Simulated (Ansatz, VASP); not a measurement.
# H19C13O12 (amorphous polycarbonate of ethylene at 300 K): VASP beside Ansatz

Aim: how closely do two programs agree when they are given the same cell, functional and k mesh? The cell is taken from a series of runs on this material, whose earlier steps may have relaxed, scaled, displaced or heated it; both programs get it as it stands.

Method: plane waves, with VASP 6.6.1 beside it; single point at PBE with D3(BJ), in Ansatz 0.2.0.

## Step 1: The structure

The cell holds 176 atoms: 52 C, 48 O and 76 H. Its edges and angles: a = 11.729 Å, b = 11.729 Å, c = 11.729 Å, α = 90.0°, β = 90.0°, γ = 90.0°. As first built, before any earlier steps moved the atoms (in the runner's words): 2 polycarbonate of ethylene chains of 8 units placed at random, at 1.51 g/cm^3; overlaps pushed apart, then 20 ps at 800 K with MMFF94 bonds, angles, torsions, charges and radii (Halgren, J. Comput. Chem. 17, 490 (1996)) in harmonic and 12-6 forms; charges of ions scaled by 0.8. Snapshot after 30 ps at 300 K and fixed volume. The cell carries charge +1.

## Step 2: Ansatz: single point, PBE with D3(BJ)

Ansatz runs on its default PAW (the set named soft_2) files.

A single point gives forces, pressure and levels at one fixed geometry, so differences don't come from the geometry; what else differs is listed under the comparison.

Input file input.yaml:

```yaml
crystal:
  lattice:
    - [11.72878, 0.0, 0.0]
    - [0.0, 11.72878, 0.0]
    - [0.0, 0.0, 11.72878]
  atoms:
    - { symbol: C, position: [0.08375, 0.52097, 0.98242] }
    - { symbol: O, position: [0.03569, 0.59457, 0.06995] }
    - { symbol: C, position: [0.10905, 0.63466, 0.14828] }
    - { symbol: O, position: [0.21174, 0.62122, 0.14834] }
    - { symbol: O, position: [0.04943, 0.69174, 0.22727] }
    - { symbol: C, position: [0.11571, 0.74523, 0.31692] }
    - { symbol: C, position: [0.04017, 0.7567, 0.42007] }
    - { symbol: O, position: [0.03555, 0.64713, 0.47569] }
    - { symbol: C, position: [0.94974, 0.63116, 0.54935] }
    - { symbol: O, position: [0.87513, 0.69897, 0.57375] }
    - { symbol: O, position: [0.962, 0.52479, 0.59059] }
    - { symbol: C, position: [0.88205, 0.49254, 0.67753] }
    - { symbol: C, position: [0.76406, 0.46407, 0.6297] }
    - { symbol: O, position: [0.72991, 0.34568, 0.63581] }
    - { symbol: C, position: [0.78694, 0.27069, 0.5701] }
    - { symbol: O, position: [0.88036, 0.28448, 0.52798] }
    - { symbol: O, position: [0.71899, 0.17884, 0.55876] }
    - { symbol: C, position: [0.75969, 0.08889, 0.48518] }
    - { symbol: C, position: [0.80889, 0.98923, 0.55038] }
    - { symbol: O, position: [0.92491, 0.01093, 0.58626] }
    - { symbol: C, position: [0.9351, 0.0641, 0.68671] }
    - { symbol: O, position: [0.85654, 0.09161, 0.74944] }
    - { symbol: O, position: [0.04515, 0.08256, 0.70755] }
    - { symbol: C, position: [0.06385, 0.14481, 0.81232] }
    - { symbol: C, position: [0.18818, 0.17252, 0.82379] }
    - { symbol: O, position: [0.23382, 0.23125, 0.72548] }
    - { symbol: C, position: [0.20129, 0.33989, 0.71298] }
    - { symbol: O, position: [0.13687, 0.3918, 0.776] }
    - { symbol: O, position: [0.25261, 0.38045, 0.6194] }
    - { symbol: C, position: [0.23427, 0.49996, 0.59494] }
[... 140 atom lines left out ...]
    - { symbol: H, position: [0.16166, 0.40632, 0.1729] }
    - { symbol: H, position: [0.10481, 0.49793, 0.36931] }
    - { symbol: H, position: [0.09104, 0.35667, 0.41964] }
    - { symbol: H, position: [0.95785, 0.46763, 0.2236] }
    - { symbol: H, position: [0.94574, 0.32135, 0.26152] }
    - { symbol: H, position: [0.90401, 0.42827, 0.35937] }
total_charge: 1
kpoints:
  mp_grid: { grid: [1, 1, 1] }
hamiltonian:
  xc: pbe
  dispersion: d3bj
scf:
  occupations: { method: fermi_dirac, width: 0.01 }
  lower_state_search: "off"
output:
  forces: true
  stress: true
  populations: intrinsic
  dos:
    method: { smearing: { sigma: 0.08 } }
    de: 0.1
    projected: { site_lists: { C: [C], H: [H], O: [O] } }
  eigenvalues: true
  write_density: true
  write_potential: true
  volumetric_format: npy
magnetization:
  spin_polarized: true
  initial_magnetization: 1
```

Run with:

```bash
ansatz run input.yaml --threads 4 --pin off --max-ram 8192MiB --backend cpu --events-out ev --progress --plain --runs-dir out
```

Numbers of over 12 decimals in the logs are rounded to 6 here.

The program printed:

```text
Engine: ansatz 0.2.0, x86_64-unknown-linux-gnu
Pseudopotentials: kind: paw
Pseudopotential: C, paw, valence charge 4, recommended cutoff 420 eV (normal), C.paw.azcp
Pseudopotential: O, paw, valence charge 6, recommended cutoff 420 eV (normal), O.paw.azcp
Pseudopotential: H, paw, valence charge 1, recommended cutoff 420 eV (normal), H.paw.azcp
Functional definition: PBE
  parameter kappa = 0.804
  parameter beta = 0.066725
  exchange = pbe_x(kappa = kappa, mu = beta*pi^2/3)
  correlation = pbe_c(beta = beta)
Crystal: 176 atoms, lattice volume = 1613.461 Å³
Basis set: ecut = 420 eV, 31463 PW (Γ), exchange–correlation on 160×160×160 points (8 copies of the dense FFT grid, shifted against one another)
Bands: 462, of which v1, the nominal top of the filled ones, is band 286 counted from 1 (285 counted from 0)
Symmetry: 1 space group operations
Space group: P1 (ITA 1), of the structure as read, at distance tolerance 1.2e-4 Å
Magnetic group: BNS 1.1 (UNI 1), of the structure as read, at distance tolerance 1.2e-4 Å
k-points: 1
Non-local potential: C, projectors of the file, l = 0: 2, l = 1: 2, l = 2: 1
Non-local potential: O, projectors of the file, l = 0: 2, l = 1: 2, l = 2: 1
Non-local potential: H, projectors of the file, l = 0: 2, l = 1: 1
PAW form: soft (Blöchl's): semilocal exchange-correlation on the pseudo side does not see the compensation charge
PAW one-centre angular grid: C, 110 points (default); XC on 64 Gauss nodes
PAW one-centre angular grid: O, 110 points (default); XC on 64 Gauss nodes
PAW one-centre angular grid: H, 110 points (default); XC on 64 Gauss nodes
Initial density: superposition of atomic densities (chi_scale 0.1, normalization cell, long waves kept (reshape's long-wave potential 0.99 eV rms))
Starting moments: Σ|m| = 1 μB on 176 of 176 sites
Initial wavefunctions: pseudopotential atomic-orbital guess
Functional: x = pbe(κ = 0.804, μ = 0.219515), c = pbe(β = 0.066725)
SCF iter   1: F=—  HF=-41573.299476 eV  |F-HF|=—  |Δ(HF+E_count)|=         —  Δρ=6.49e-2 (↑6.40e-2 ↓6.49e-2)  dr2=2.76e2  dr2_m=6.75e-1  M=1.000 μB ∫|m|=1.045 μB  β_m=1.00  ethr=3.10e-3  ⟨swp⟩=6.0  Hψ=3676  notcnv=0  defer=226
preconditioner: auto → Resta (q_TF=auto, 2.295 Å⁻¹)  ε∞=2.6  [insulator: Δε(μ)=0.052 eV  Ē_g=17.530 eV  σ=0.010 eV  W_gap=0.86  n_scr=340 (ndim 8)  ℏωp=22.1 eV  f_vac=0.070  D(μ)=12.64/eV (n_scr^D=32)  ε∞_Penn≈2.6]
spin=Collinear: Resta preconditioning applied to the charge; magnetization (m = ρ↑ − ρ↓) channel mixes plain (no charge-response kernel on spin).
SCF iter   2: F=—  HF=-41515.830627 eV  |F-HF|=—  |Δ(HF+E_count)|=         —  Δρ=4.26e-2 (↑4.08e-2 ↓4.26e-2)  dr2=1.05e2  dr2_m=5.41e-1  M=0.089 μB ∫|m|=0.258 μB  β_m=0.30  ethr=3.10e-3  ⟨swp⟩=3.0  Hψ=1605  notcnv=0  defer=335
Mixer restart at iter 2: flushing history
preconditioner: auto → Kerker (q_TF=auto, 2.295 Å⁻¹)  [metal: Δε(μ)=0.004 eV  Ē_g=17.531 eV  σ=0.010 eV  W_gap=0.09  n_scr=340 (ndim 8)  ℏωp=22.1 eV  f_vac=0.077  D(μ)=49.60/eV (n_scr^D=364)]
spin=Collinear: Kerker preconditioning applied to the charge; magnetization (m = ρ↑ − ρ↓) channel mixes plain (no charge-response kernel on spin).
SCF iter   3: F=—  HF=-41501.804791 eV  |F-HF|=—  |Δ(HF+E_count)|=    1.40e1  Δρ=3.11e-2 (↑3.01e-2 ↓3.11e-2)  dr2=5.98e1  dr2_m=2.79e-1  M=0.104 μB ∫|m|=0.233 μB  β_m=0.30  ethr=3.10e-3  ⟨swp⟩=2.0  Hψ=1072  notcnv=0  defer=344
SCF iter   4: F=—  HF=-41487.194652 eV  |F-HF|=—  |Δ(HF+E_count)|=    1.46e1  Δρ=1.67e-2 (↑1.46e-2 ↓1.67e-2)  dr2=2.07e1  dr2_m=1.77e-1  M=0.918 μB ∫|m|=0.971 μB  β_m=0.30  ethr=3.10e-3  ⟨swp⟩=3.0  Hψ=1138  notcnv=0  defer=344
SCF iter   5: F=—  HF=-41482.177056 eV  |F-HF|=—  |Δ(HF+E_count)|=    5.02e0  Δρ=9.17e-3 (↑8.39e-3 ↓9.17e-3)  dr2=6.74e0  dr2_m=2.50e-2  M=0.999 μB ∫|m|=1.051 μB  β_m=0.30  ethr=3.10e-3  ⟨swp⟩=2.0  Hψ=1072  notcnv=0  defer=344
SCF iter   6: F=—  HF=-41481.814385 eV  |F-HF|=—  |Δ(HF+E_count)|=   3.63e-1  Δρ=8.31e-3 (↑4.54e-3 ↓8.31e-3)  dr2=3.91e0  dr2_m=1.80e-1  M=0.587 μB ∫|m|=0.704 μB  β_m=0.30  ethr=1.18e-3  ⟨swp⟩=5.5  Hψ=1644  notcnv=0  defer=341
SCF iter   7: F=—  HF=-41481.681611 eV  |F-HF|=—  |Δ(HF+E_count)|=   1.33e-1  Δρ=5.00e-3 (↑4.15e-3 ↓5.00e-3)  dr2=2.48e0  dr2_m=4.07e-2  M=0.962 μB ∫|m|=1.030 μB  β_m=0.30  ethr=6.85e-4  ⟨swp⟩=5.0  Hψ=1350  notcnv=0  defer=339
SCF iter   8: F=—  HF=-41481.752276 eV  |F-HF|=—  |Δ(HF+E_count)|=   7.07e-2  Δρ=1.14e-2 (↑3.08e-3 ↓1.14e-2)  dr2=4.99e0  dr2_m=3.27e-1  M=1.000 μB ∫|m|=1.114 μB  β_m=0.30  ethr=4.35e-4  ⟨swp⟩=5.0  Hψ=848  notcnv=0  defer=339
SCF iter   9: F=—  HF=-41481.703284 eV  |F-HF|=—  |Δ(HF+E_count)|=   4.90e-2  Δρ=1.00e-2 (↑6.97e-3 ↓1.00e-2)  dr2=6.46e0  dr2_m=1.77e-1  M=0.135 μB ∫|m|=0.309 μB  β_m=0.30  ethr=4.35e-4  ⟨swp⟩=3.5  Hψ=1355  notcnv=0  defer=339
[...]
--- intrinsic populations: 176 sites ---
  site symbol       q [e]    m [muB]
     0      C      4.3143     0.0006
     1      O      6.3324     0.0114
     2      C      3.3452    -0.0032
     3      O      6.4714     0.0382
     4      O      6.3234     0.0059
     5      C      4.1249     0.0008
     6      C      4.1246     0.0032
     7      O      6.3156     0.0135
     8      C      3.3392    -0.0016
     9      O      6.5079     0.0022
    10      O      6.3026     0.0161
    11      C      4.1232     0.0049
    12      C      4.1357     0.0039
    13      O      6.3172     0.0217
    14      C      3.3558    -0.0035
    15      O      6.4675     0.0260
    16      O      6.3103     0.0210
    17      C      4.1286     0.0046
    18      C      4.1273     0.0054
    19      O      6.3092     0.0232
    20      C      3.3378    -0.0063
    21      O      6.4748     0.0842
    22      O      6.3018     0.0132
    23      C      4.1183     0.0018
[...]
168      H      0.8065     0.0004
   169      H      0.8153     0.0001
   170      H      0.8221     0.0000
   171      H      0.8396     0.0025
   172      H      0.8178     0.0007
   173      H      0.8603     0.0005
   174      H      0.8151     0.0016
   175      H      0.8260     0.0002
  spilling = -0.000000 (of n_electrons = 571.000000)
```

## Step 3: VASP: single point, PBE with D3(BJ)

The same cell, functional, mesh and smearing now go to VASP, with its own data sets.

Lines of VASP's logs that name or quote its potential files are left out, and so is its time.

Input file INCAR:

```
SYSTEM = H19C13O12
PREC = Accurate
ENCUT = 600
EDIFF = 1E-06
NELM = 200
ISMEAR = -1
SIGMA = 0.01
LREAL = Auto
ALGO = Normal
GGA = PE
IVDW = 12
NELECT = 571
NBANDS = 408
ISPIN = 2
MAGMOM = 0 -0 0 0 -0 0 0 -0 0 0 -0 0 0 -0 0 0 -0 0 0 -0 0 0 -0 0 0 0 0 -0 0 0 -0 0 0 -0 0 0 -0 0 0 -0 0 0 -0 0 0 -0 0 0 -0 0 0 0 0.01 0.02 0 0.01 0 0.01 0.01 0.01 0.01 0.01 0.04 0.01 0 0.02 0.01 0.01 0.01 0.01 0 0.01 0 0.01 0.01 0.01 0 0 0 0.01 0.01 0 0 0.01 0.01 0.01 0.01 0.01 0.01 0.02 0.01 0.01 0.01 0.03 0.02 0.03 0.01 0.01 0.03 0 0 0 0 0 0 0 0 0 0 0 0 0 0 0 0 0 0 0 0 0 0 0 0 0 0 0 -0 0 0 0 0 0 0 0 0 0 0 0 0 0 0 0 0 0 0 0 0 0 0 0 0 -0 0 0 0 0 0 0 0 0 0 0 0 0 0 0 0 0 0 0 0 0 0 0 0 0
LORBIT = 11
LWAVE = .FALSE.
LCHARG = .FALSE.
ISIF = 2
LASPH = .TRUE.
GGA_COMPAT = .FALSE.
```

Input file POSCAR:

```
H19C13O12
1.0
   11.7287800000      0.0000000000      0.0000000000
    0.0000000000     11.7287800000      0.0000000000
    0.0000000000      0.0000000000     11.7287800000
C O H
52 48 76
Direct
    0.0837500000      0.5209700000      0.9824200000
    0.1090500000      0.6346600000      0.1482800000
    0.1157100000      0.7452300000      0.3169200000
    0.0401700000      0.7567000000      0.4200700000
    0.9497400000      0.6311600000      0.5493500000
    0.8820500000      0.4925400000      0.6775300000
    0.7640600000      0.4640700000      0.6297000000
    0.7869400000      0.2706900000      0.5701000000
    0.7596900000      0.0888900000      0.4851800000
    0.8088900000      0.9892300000      0.5503800000
    0.9351000000      0.0641000000      0.6867100000
    0.0638500000      0.1448100000      0.8123200000
    0.1881800000      0.1725200000      0.8237900000
    0.2012900000      0.3398900000      0.7129800000
    0.2342700000      0.4999600000      0.5949400000
    0.3375200000      0.5680100000      0.6279700000
    0.4270200000      0.5413100000      0.8086600000
    0.4993200000      0.5385800000      0.9973600000
    0.4819600000      0.6048500000      0.1055500000
    0.4821400000      0.7993500000      0.1611500000
    0.5113200000      0.9916600000      0.2132500000
    0.3939400000      0.0446700000      0.2023200000
    0.4344300000      0.1656900000      0.0472500000
    0.5051700000      0.2358700000      0.8708600000
    0.5743600000      0.1573700000      0.7954600000
    0.5044300000      0.1054400000      0.6993000000
    0.8006500000      0.7066900000      0.1658100000
    0.6885100000      0.7241000000      0.3299100000
    0.5460700000      0.7543100000      0.4668400000
    0.5969700000      0.7122100000      0.5761700000
[... 140 atom lines left out ...]
    0.1616600000      0.4063200000      0.1729000000
    0.1048100000      0.4979300000      0.3693100000
    0.0910400000      0.3566700000      0.4196400000
    0.9578500000      0.4676300000      0.2236000000
    0.9457400000      0.3213500000      0.2615200000
    0.9040100000      0.4282700000      0.3593700000
```

Input file KPOINTS:

```
Automatic mesh
0
Gamma
1 1 1
0 0 0
```

PAW data sets: C, O and H (PBE family, release 64).

Run with:

```bash
export OMP_NUM_THREADS=3
mpirun -np 1 vasp_gam
```

The program printed:

```text
[banner, memory and clock lines left out]
running    1 mpi-ranks, on    1 nodes
[...]
Offloading initialized ...    1 GPUs detected
[...]
LDA part: xc-table for (Slater+PW92), standard interpolation
 POSCAR, INCAR and KPOINTS ok, starting setup
[...]
entering main loop
       N       E                     dE             d eps       ncg     rms          rms(c)
DAV:   1     0.498126847443E+04    0.49813E+04   -0.35155E+05  1648   0.152E+03
DAV:   2    -0.642153714770E+03   -0.56234E+04   -0.53541E+04  2032   0.349E+02
DAV:   3    -0.113370679030E+04   -0.49155E+03   -0.48623E+03  2008   0.106E+02
DAV:   4    -0.114455022345E+04   -0.10843E+02   -0.10790E+02  2024   0.168E+01
DAV:   5    -0.114482882029E+04   -0.27860E+00   -0.27823E+00  2024   0.254E+00BRMIX: very serious problems
 the old and the new charge density differ
 old charge density:   572.00000 new  571.00000
    0.568E+01
DAV:   6    -0.108067803644E+04    0.64151E+02   -0.14278E+02  1920   0.198E+01    0.282E+01
DAV:   7    -0.107221142959E+04    0.84666E+01   -0.31008E+01  2064   0.934E+00    0.147E+01
DAV:   8    -0.107038100812E+04    0.18304E+01   -0.91851E+00  2104   0.560E+00    0.686E+00
DAV:   9    -0.107026556421E+04    0.11544E+00   -0.40999E+00  2072   0.328E+00    0.389E+00
[...]
DAV:  25    -0.107017119274E+04    0.23649E-05   -0.58841E-05  1872   0.111E-02    0.188E-02
DAV:  26    -0.107017119152E+04    0.12197E-05   -0.10293E-05  1808   0.592E-03    0.118E-02
DAV:  27    -0.107017119135E+04    0.17569E-06   -0.34153E-06  1448   0.435E-03
   1 F= -.10809307E+04 E0= -.10809243E+04  d E =-.126400E-01  mag=    -0.9951
```

Parts of OUTCAR (step 3):

```text
 magnetization (x)
# of ion       s       p       d       tot
------------------------------------------
    1        0.000  -0.001   0.000  -0.001
    2        0.000   0.002   0.000   0.002
    3       -0.000  -0.000   0.000  -0.001
    4       -0.000  -0.002   0.000  -0.003
    5        0.000   0.001   0.000   0.001
    6       -0.000  -0.004   0.000  -0.004
[...]
174       -0.000  -0.000   0.000  -0.000
  175       -0.002  -0.000   0.000  -0.002
  176       -0.000  -0.000   0.000  -0.000
--------------------------------------------------
tot         -0.055  -0.766   0.000  -0.820
```

The run ends at a pressure of 1.05 GPa, with forces up to 0.48 eV/Å.

## Step 4: Comparison

Known differences besides the potentials themselves: VASP starts from the moments at which Ansatz ended; the cutoff is 420 eV in Ansatz and 600 eV in VASP (PREC = Accurate, projectors in real space); site moments are counted in spheres of each program's own size. Total energies have different zeros and are not compared.

The two programs side by side:

| quantity | Ansatz | VASP | difference |
| --- | --- | --- | --- |
| total moment (μB) | -0.99 | -1.00 | 0.00 |
| moment on O63 (μB) | -0.04 | -0.07 | +0.02 |
| moment on O99 (μB) | -0.03 | -0.05 | +0.02 |

Forces on 7 of the 176 atoms, those with the largest forces and the largest differences (eV/Å; atoms numbered as in POSCAR):

| atom | Ansatz x, y, z | VASP x, y, z |
| --- | --- | --- |
| O60 | 0.009, 0.001, 0.001 | 0.436, 0.063, -0.189 |
| O72 | -0.005, 0.000, 0.005 | -0.276, -0.069, 0.362 |
| O78 | 0.001, -0.007, -0.001 | -0.022, -0.465, 0.060 |
| O84 | 0.000, -0.001, -0.008 | 0.048, -0.254, -0.388 |
| O87 | 0.002, -0.003, -0.007 | 0.325, -0.304, -0.135 |
| O90 | -0.004, 0.001, 0.004 | 0.019, 0.465, -0.106 |
| O93 | 0.004, -0.010, 0.006 | 0.397, 0.221, 0.078 |

The forces differ by 102 meV/Å r.m.s., where the r.m.s. force is 0.008 eV/Å in Ansatz and 0.102 eV/Å in VASP: the atoms lie near their places of rest in Ansatz, so a percentage would say little (all taken over all components). Without spin-orbit coupling the overall direction of the spins is arbitrary; the signs of Ansatz's moments are turned here to match VASP's. The cell carries a charge of +1 e against a uniform background, so its pressure also hangs on how the neutralising background is counted, and in a defect's cell a gap may be the spacing between its levels.

## Step 5: Summary of results

| Property | Result |
| --- | --- |
| r.m.s. force difference (single point, PBE with D3(BJ)) | 102 meV/Å |

The r.m.s. force difference is 102 meV/Å (single point, PBE with D3(BJ)), beyond the 12 meV/Å picked in this series as the mark of a large difference. What causes the difference of the single point, PBE with D3(BJ) pair stays open here. Such differences can come from data sets, numerical settings and the points named under the comparisons, not from the functional's error against experiment.

[Lines on the potential files, build, host, timing and source positions are cut from VASP's logs without a mark.]

[Logs are printed without paths, hosts, clocks, repeated set-up lines and the standing remarks that a program may print on its own settings, such as how far it seeks lower states.]

[Hosts, paths, dates, database ids (printed as entryN), source tags and the programs' standing remarks are cut or masked in the printed files.]

[The MMFF94 radii named for the starting cell were scaled by 0.96; in molecules described by MMFF94, hydrogen bound to N, O or S took a small fixed 12-6 site in their place.]
